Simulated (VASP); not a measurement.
# HfZr2Se4 (I4/mmm) in VASP: a series of runs

Runs on HfZr2Se4. Level: PBE. Tasks: relaxation of cell and atoms.

Program: VASP 6.6.1. These are calculated values, not measurements. Logs are shortened: lines on timing, memory, paths and dates and some standing lists are left out, and cuts for length are marked.

## 1. Starting point

It takes space group I4/mmm (No. 139, tetragonal). The conventional cell has a = 7.218 Å, b = 7.218 Å, c = 5.740 Å, α = 90.00°, β = 90.00°, γ = 90.00°. Around Zr (site symmetry -4m2) lie 2 Zr at 2.87 Å and 8 Se at 2.98 Å. Around Hf (site symmetry 4/mmm) lie 12 Se at 3.08 to 3.51 Å. Around Se (site symmetry m2m) lie 4 Se at 2.86 to 3.06 Å and 4 Zr at 2.98 Å and 1 Hf at 3.08 Å.

The cell was built by a generator and needn't be a form met in nature.

## 2. Relaxation of cell and atoms, PBE

INCAR

```
SYSTEM = HfZr2Se4
PREC = Normal
ENCUT = 520
EDIFF = 1E-4
ISMEAR = 0
SIGMA = 0.15
LREAL = .False.
LASPH = .True.
NELM = 60
ALGO = Fast
ISIF = 3
LWAVE = .False.
LCHARG = .False.
GGA = PE
IBRION = 2
NSW = 24
EDIFFG = -0.08
```

KPOINTS

```
regular mesh
0
Gamma
  3 3 3
  0 0 0
```

POSCAR

```
HfZr2Se4
1.0
   -3.6088358500      3.6088358500      2.8700794500
    3.6088358500     -3.6088358500      2.8700794500
    3.6088358500      3.6088358500     -2.8700794500
Zr Hf Se
2 1 4
Direct
    0.7500000000      0.2500000000      0.5000000000
    0.2500000000      0.7500000000      0.5000000000
    0.0000000000      0.0000000000      0.0000000000
    0.3019999800      0.3019999800      0.6039999700
    0.3019999800      0.6980000200      0.0000000000
    0.6980000200      0.6980000200      0.3960000300
    0.6980000200      0.3019999800      0.0000000000
```

Potentials or basis: VASP PAW PBE potentials, release 64 (Zr_sv, Hf_pv, Se).

Command:

```bash
> cat potpaw_PBE.64/Zr_sv/POTCAR potpaw_PBE.64/Hf_pv/POTCAR potpaw_PBE.64/Se/POTCAR > POTCAR
> mpirun -np 1 vasp_std > vasp.out
```

OUTCAR:

```text
SYSTEM = HfZr2Se4
   PREC = Normal
   ENCUT = 520
   EDIFF = 1E-4
   ISMEAR = 0
   LREAL = .False.
   LASPH = .True.
   NELM = 60
   ISIF = 3
   GGA = PE
   IBRION = 2
   NSW = 24
   EDIFFG = -0.08

 ion  position               nearest neighbor table
   1  0.750  0.250  0.500-   2 2.87   2 2.87   6 2.98   4 2.98   7 2.98   5 2.98   5 2.98   7 2.98
                             6 2.98   4 2.98   3 3.88   3 3.88   3 3.88   3 3.88
   2  0.250  0.750  0.500-   1 2.87   1 2.87   6 2.98   4 2.98   5 2.98   7 2.98   7 2.98   5 2.98
                             4 2.98   6 2.98   3 3.88   3 3.88   3 3.88   3 3.88
   3  0.000  0.000  0.000-   5 3.08   7 3.08   4 3.08   6 3.08   2 3.88   2 3.88   1 3.88   1 3.88
                             2 3.88   1 3.88   1 3.88   2 3.88
   4  0.302  0.302  0.604-   2 2.98   1 2.98   1 2.98   2 2.98   3 3.08
   5  0.302  0.698  0.000-   1 2.98   2 2.98   2 2.98   1 2.98   3 3.08
   6  0.698  0.698  0.396-   2 2.98   1 2.98   1 2.98   2 2.98   3 3.08
   7  0.698  0.302  0.000-   2 2.98   1 2.98   1 2.98   2 2.98   3 3.08

  LATTYP: Found a body centered tetragonal cell.
 ALAT       =     7.2176717000
 C/A-ratio  =     0.7952923240

  Lattice vectors:

 A1 = (  -3.6088358500,   3.6088358500,   2.8700794500)
 A2 = (   3.6088358500,  -3.6088358500,   2.8700794500)
 A3 = (   3.6088358500,   3.6088358500,  -2.8700794500)

Analysis of symmetry for initial positions (statically):
=====================================================================
 Subroutine PRICEL returns:
 Original cell was already a primitive cell.

 Routine SETGRP: Setting up the symmetry group for a
 body centered tetragonal supercell.

 Subroutine GETGRP returns: Found 16 space group operations
 (whereof 16 operations were pure point group operations)
 out of a pool of 16 trial point group operations.

The static configuration has the point symmetry D_4h.

Analysis of symmetry for dynamics (positions and initial velocities):
=====================================================================
 Subroutine PRICEL returns:
 Original cell was already a primitive cell.

 Routine SETGRP: Setting up the symmetry group for a
 body centered tetragonal supercell.

 Subroutine GETGRP returns: Found 16 space group operations
 (whereof 16 operations were pure point group operations)
 out of a pool of 16 trial point group operations.

The dynamic configuration has the point symmetry D_4h.

 Subroutine INISYM returns: Found 16 space group operations
 (whereof 16 operations are pure point group operations),
 and found     1 'primitive' translations

----------------------------------------------------------------------------------------

                                     Primitive cell

  volume of cell :     149.5162

  direct lattice vectors                    reciprocal lattice vectors
    -3.608835850  3.608835850  2.870079450     0.000000000  0.138548834  0.174211205
     3.608835850 -3.608835850  2.870079450     0.138548834  0.000000000  0.174211205
     3.608835850  3.608835850 -2.870079450     0.138548834  0.138548834  0.000000000

  length of vectors
     5.855317962  5.855317962  5.855317962     0.222587788  0.222587788  0.195937640

  position of ions in fractional coordinates (direct lattice)
     0.750000000  0.250000000  0.500000000
     0.250000000  0.750000000  0.500000000
     0.000000000  0.000000000  0.000000000
     0.301999980  0.301999980  0.603999970
     0.301999980  0.698000020  0.000000000
     0.698000020  0.698000020  0.396000030
     0.698000020  0.301999980  0.000000000

  ion indices of the primitive-cell ions
   primitive index   ion index
                 1           1
                 2           2
                 3           3
                 4           4
                 5           5
                 6           6
                 7           7

----------------------------------------------------------------------------------------

 KPOINTS: regular mesh

Automatic generation of k-mesh.
 Grid dimensions read from file:
 generate k-points for:    3    3    3

 Generating k-lattice:

  Cartesian coordinates                     Fractional coordinates (reciprocal lattice)
     0.000000000  0.046182945  0.058070402     0.333333333  0.000000000  0.000000000
     0.046182945  0.000000000  0.058070402     0.000000000  0.333333333  0.000000000
     0.046182945  0.046182945  0.000000000     0.000000000  0.000000000  0.333333333

  Length of vectors
     0.074195929  0.074195929  0.065312547

  Shift w.r.t. Gamma in fractional coordinates (k-lattice)
     0.000000000  0.000000000  0.000000000

 Subroutine IBZKPT returns following result:
 ===========================================

 Found      6 irreducible k-points:

 Following reciprocal coordinates:
            Coordinates               Weight
  0.000000  0.000000  0.000000      1.000000
  0.333333 -0.000000  0.000000      8.000000
  0.333333  0.333333  0.000000      8.000000
 -0.333333  0.333333  0.000000      4.000000
 -0.333333  0.333333  0.333333      4.000000
 -0.333333 -0.333333  0.333333      2.000000
   k-points           NKPTS =      6   k-points in BZ     NKDIM =      6   number of bands    NBANDS=     34
   number of dos      NEDOS =    301   number of ions     NIONS =      7
   total plane-waves  NPLWV =  46656
   dimension x,y,z NGX =    36 NGY =   36 NGZ =   36
   dimension x,y,z NGXF=    72 NGYF=   72 NGZF=   72
   ions per type =               2   1   4
   NGX,Y,Z   is equivalent  to a cutoff of  10.22, 10.22, 10.22 a.u.
   NGXF,Y,Z  is equivalent  to a cutoff of  20.44, 20.44, 20.44 a.u.
 SYSTEM =  HfZr2Se4
   PREC   = normal    normal or accurate (medium, high low for compatibility)
   ISTART =      0    job   : 0-new  1-cont  2-samecut
   ICHARG =      2    charge: 1-file 2-atom 10-const
   ISPIN  =      1    spin polarized calculation?
   LNONCOLLINEAR =      F non collinear calculations
   LSORBIT =      F    spin-orbit coupling
   LASPH  =      T    aspherical Exc in radial PAW
   ENCUT  =  520.0 eV  38.22 Ry    6.18 a.u.  10.89 10.89 10.89*2*pi/ulx,y,z
   NELM   =     60;   NELMIN=  2; NELMDL= -5     # of ELM steps
   EDIFF  = 0.1E-03   stopping-criterion for ELM
   LREAL  =      F    real-space projection
   EDIFFG = -.8E-01   stopping-criterion for IOM
   NSW    =     24    number of steps for IOM
   IBRION =      2    ionic relax: 0-MD 1-quasi-New 2-CG
   NFREE  =      1    steps in history (QN), initial steepest desc. (CG)
   ISIF   =      3    stress and relaxation
   ISYM   =      2    0-nonsym 1-usesym 2-fastsym
   POTIM  = 0.5000    time-step for ionic-motion
   TEBEG  =    0.0;   TEEND  =   0.0 temperature during run
   PSTRESS=    0.0 pullay stress
   NELECT =      58.0000    total number of electrons
   NUPDOWN=      -1.0000    fix difference up-down
   EMIN   =  10.00;   EMAX   =-10.00  energy-range for DOS
   EFERMI =   0.00;   METHOD = LEGACY
   ISMEAR =     0;   SIGMA  =   0.15  broadening in eV -4-tet -1-fermi 0-gaus
   EFERMI_NEDOS =   21; number of points for ismear=-14 and -15
   IALGO  =     68    algorithm
   IMIX   =      4    mixing-type and parameters
     AMIX     =   0.40;   BMIX     =  1.00
     AMIX_MAG =   1.60;   BMIX_MAG =  1.00
  volume/ion in A,a.u.               =      21.36       144.14
  Fermi-wavevector in a.u.,A,eV,Ry     =   1.193955  2.256249 19.395507  1.425530
  Thomas-Fermi vector in A             =   2.329957
   LORBIT       =      0    0 simple, 1 ext, 2 COOP (PROOUT), +10 PAW based schemes
   GGA     = PE    functional components
   LHFCALC =     F    Hartree Fock is set to
   AEXX    =    0.0000 exact exchange contribution
   IVDW    =     0    specifies the selected vdW correction
   LEPSILON=     F    determine dielectric tensor
   LRPA    =     F    only Hartree local field effects (RPA)
 conjugate gradient relaxation of ions
 non-spin polarized calculation
 RMM-DIIS sequential band-by-band and
 Gauss-broadening in eV      SIGMA  =   0.15
  energy-cutoff  :      520.00
  volume of cell :      149.52
 maximum number of plane-waves:      4036
   NGX = 21   NGY = 21   NGZ = 21

--------------------------------------- Ionic step        1  -------------------------------------------

 number of electron      57.9999996 magnetization

 Free energy of the ion-electron system (eV)
  ---------------------------------------------------
  ext. energy  EPLUGINS =         0.00000000
  ---------------------------------------------------
  free energy    TOTEN  =       -43.40578665 eV

  energy without entropy =      -43.34164167  energy(sigma->0) =      -43.37371416

------------------------ aborting loop because EDIFF is reached ----------------------------------------

  FORCE on cell =-STRESS in cart. coord.  units (eV):
  Direction    XX          YY          ZZ          XY          YZ          ZX
  --------------------------------------------------------------------------------------
  -------------------------------------------------------------------------------------
  Total       -6.1419449     -6.1419449      6.4171251      0.0000000      0.0000000      0.0000000
  in kB      -65.8155217    -65.8155217     68.7642835      0.0000000      0.0000000      0.0000000
  external PRESSURE =     -20.9555866 kB  Pullay stress =       0.0000000 kB
[... 104 lines left out ...]
  FREE ENERGIE OF THE ION-ELECTRON SYSTEM (eV)
  ---------------------------------------------------
  free  energy   TOTEN  =       -42.7786482225 eV

  energy  without entropy=      -42.7140699025  energy(sigma->0) =      -42.74635906

[... ionic steps 4 to 13 ...]

--------------------------------------- Ionic step       14  -------------------------------------------

 number of electron      57.9999999 magnetization

------------------------ aborting loop because EDIFF is reached ----------------------------------------

  FORCE on cell =-STRESS in cart. coord.  units (eV):
  Direction    XX          YY          ZZ          XY          YZ          ZX
  --------------------------------------------------------------------------------------
  -------------------------------------------------------------------------------------
  Total       -0.1593721     -0.1593721      0.3133576      0.0000000      0.0000000      0.0000000
  in kB       -1.6455200     -1.6455200      3.2354234      0.0000000      0.0000000      0.0000000
  external PRESSURE =      -0.0185388 kB  Pullay stress =       0.0000000 kB
[... 67 lines left out ...]
  energy  without entropy=      -46.3236600414  energy(sigma->0) =      -46.36174734

--------------------------------------- Ionic step       16  -------------------------------------------

 number of electron      57.9999994 magnetization

 Free energy of the ion-electron system (eV)
  ---------------------------------------------------
  ext. energy  EPLUGINS =         0.00000000
  ---------------------------------------------------
  free energy    TOTEN  =       -46.40254079 eV

  energy without entropy =      -46.32680650  energy(sigma->0) =      -46.36467365

 E-fermi :   6.8492     XC(G=0): -10.4799

 val. band max:        6.7899403840   @ k =  -0.3333  -0.3333   0.3333
 cond. band min:       6.8511647026   @ k =   0.3333   0.3333   0.0000
 fundamental gap:      0.0612243187
 Fermi energy:         6.8492063860

 k-point     1 :       0.0000    0.0000    0.0000
  band No.  band energies     occupation
      1     -43.1551      2.00000
      2     -43.1262      2.00000
      3     -25.2663      2.00000
      4     -25.0107      2.00000
      5     -25.0107      2.00000
      6     -21.2594      2.00000
[... 245 lines left out ...]
  FREE ENERGIE OF THE ION-ELECTRON SYSTEM (eV)
  ---------------------------------------------------
  free  energy   TOTEN  =       -46.4025407948 eV

  energy  without entropy=      -46.3268065031  energy(sigma->0) =      -46.36467365

 reached required accuracy - stopping structural energy minimisation
```

Wall time 4.1 min (1 thread of Intel Xeon Platinum 8488C (Sapphire Rapids), shared host); peak memory 0.23 GiB.

Results:

- Free energy: -46.4025 eV
- Relaxed volume: 22.21 Å³/atom
- Relaxed cell: a = 5.868 Å, b = 5.868 Å, c = 5.868 Å, α = 108.84°, β = 108.84°, γ = 110.73°
- Space group after relaxing (to 0.05 Å): I4/mmm (No. 139)
- Energy gained by relaxing: 428.1 meV/atom
- Ionic steps: 16
- Pressure after relaxing: 0.2 GPa
- Largest force after relaxing: 0.036 eV/Å
- Band gap on the k mesh: none (metal or under the smearing width)

Forces in eV/Å, atoms in the order of the input:
```
Zr   0.000  0.000  0.000
Zr   0.000  0.000  0.000
Hf   0.000  0.000  0.000
Se  -0.026 -0.026  0.000
Se   0.026 -0.026  0.000
Se   0.026  0.026  0.000
Se  -0.026  0.026  0.000
```

Stress tensor (GPa, compression positive):
```
0.02 0.00 0.00
0.00 0.02 0.00
0.00 0.00 0.55
```

Step by step:
| step | energy change (eV) | largest force (eV/Å) | pressure (GPa) | volume (Å³) |
| --- | --- | --- | --- | --- |
| 1 | 0.0000 | 1.4423 | -2.10 | 149.52 |
| 2 | -1.0278 | 1.7720 | 2.29 | 143.19 |
| 3 | 0.6271 | 1.2865 | 33.39 | 124.14 |
| 4 | -1.3492 | 2.1144 | 6.54 | 139.02 |
| 5 | -1.3019 | 1.4388 | 18.32 | 131.07 |
| 6 | -1.5091 | 2.1428 | 11.29 | 135.40 |
| 7 | -1.9655 | 1.6826 | 10.00 | 137.87 |
| 8 | -2.2963 | 0.5293 | 9.14 | 142.00 |
| 9 | -2.6345 | 0.6438 | 4.37 | 147.54 |
| 10 | -2.7859 | 0.8690 | -3.54 | 160.26 |
| 11 | -2.8173 | 0.8027 | -1.66 | 156.63 |
| 12 | -2.8511 | 0.8935 | -1.47 | 156.24 |
| 13 | -2.9047 | 0.7169 | -1.12 | 155.98 |
| 14 | -2.9904 | 0.2037 | 0.00 | 155.17 |
| 15 | -2.9940 | 0.0730 | 0.34 | 154.96 |
| 16 | -2.9968 | 0.0364 | 0.20 | 155.46 |

Final structure:
```xyz
7
Lattice="-3.4139 3.4139 3.3347 3.4139 -3.4139 3.3347 3.4139 3.4139 -3.3347" Properties=species:S:1:pos:R:3 pbc="T T T"
Zr    0.0000    3.4139    1.6674
Zr    3.4139    0.0000    1.6674
Hf    0.0000    0.0000    0.0000
Se    1.8251    1.8251    0.0000
Se    1.5888   -1.5888    3.3347
Se    1.5888    1.5888    3.3347
Se   -1.5888    1.5888    3.3347
```

Caveat: the k mesh is coarse (spacing up to 0.47 Å⁻¹), so the values aren't converged; the relaxation stopped at a loose force limit of 0.08 eV/Å, so its end isn't a converged minimum.

## 3. Relaxation of cell and atoms, PBE

This run uses another cell than the first one, of 22.75 Å³/atom, 1.065 times its volume.

INCAR is that of step 2.

KPOINTS is that of step 2.

POSCAR

```
HfZr2Se4
1.0
    5.4200000000      0.0000000000      0.0000000000
    0.0000000000      5.4200000000      0.0000000000
    0.0000000000      0.0000000000      5.4200000000
Zr Hf Se
2 1 4
Direct
    0.0000000000      0.5000000000      0.5000000000
    0.5000000000      0.0000000000      0.5000000000
    0.5000000000      0.5000000000      0.0000000000
    0.0000000000      0.5000000000      0.0000000000
    0.5000000000      0.0000000000      0.0000000000
    0.0000000000      0.0000000000      0.5000000000
    0.5000000000      0.5000000000      0.5000000000
```

Potentials or basis: VASP PAW PBE potentials, release 64 (Zr_sv, Hf_pv, Se).

Command:

```bash
> cat potpaw_PBE.64/Zr_sv/POTCAR potpaw_PBE.64/Hf_pv/POTCAR potpaw_PBE.64/Se/POTCAR > POTCAR
> mpirun -np 1 vasp_std > vasp.out
```

It took 31 s on 1 thread of Intel Xeon Platinum 8488C (Sapphire Rapids), shared host; peak memory 0.18 GiB.

Results (log left out):

- Free energy: -48.1781 eV
- Relaxed volume: 22.81 Å³/atom
- Relaxed cell: a = 5.415 Å, b = 5.415 Å, c = 5.445 Å, α = 90.00°, β = 90.00°, γ = 90.00°
- Space group after relaxing (to 0.05 Å): P4/mmm (No. 123)
- Energy gained by relaxing: 0.2 meV/atom
- Ionic steps: 2
- Pressure after relaxing: -0.1 GPa
- Band gap on the k mesh: none (metal or under the smearing width)

Stress tensor (GPa, compression positive):
```
-0.01  0.00  0.00
 0.00 -0.01  0.00
 0.00  0.00 -0.18
```

The path:
```tsv
step	energy change (eV)	largest force (eV/Å)	pressure (GPa)	volume (Å³)
1	0.0000	0.0000	0.13	159.22
2	-0.0015	0.0000	-0.06	159.65
```

Final structure:
```cif
data_structure
_symmetry_space_group_name_H-M 'P 1'
_symmetry_Int_Tables_number 1
_cell_length_a 5.4150
_cell_length_b 5.4150
_cell_length_c 5.4446
_cell_angle_alpha 90.000
_cell_angle_beta 90.000
_cell_angle_gamma 90.000
_cell_volume 159.65
loop_
_atom_site_label
_atom_site_type_symbol
_atom_site_fract_x
_atom_site_fract_y
_atom_site_fract_z
_atom_site_occupancy
Zr1 Zr 0.00000 0.50000 0.50000 1
Zr2 Zr 0.50000 0.00000 0.50000 1
Hf1 Hf 0.50000 0.50000 0.00000 1
Se1 Se 0.00000 0.50000 0.00000 1
Se2 Se 0.50000 0.00000 0.00000 1
Se3 Se 0.00000 0.00000 0.50000 1
Se4 Se 0.50000 0.50000 0.50000 1
```

Levels at points of the mesh, in eV from the Fermi level:
```tsv
k point	band 26	band 27	band 28	band 29	band 30	band 31	band 32	band 33	band 34
(0.00, 0.00, 0.00)	-2.33	-2.33	-1.60	-1.60	-1.58	-0.07	-0.02	0.10	0.20
```

Caveat: the k mesh is coarse (spacing up to 0.39 Å⁻¹), so the values aren't converged; the relaxation stopped at a loose force limit of 0.08 eV/Å, so its end isn't a converged minimum.

[end of part 1 of 2]
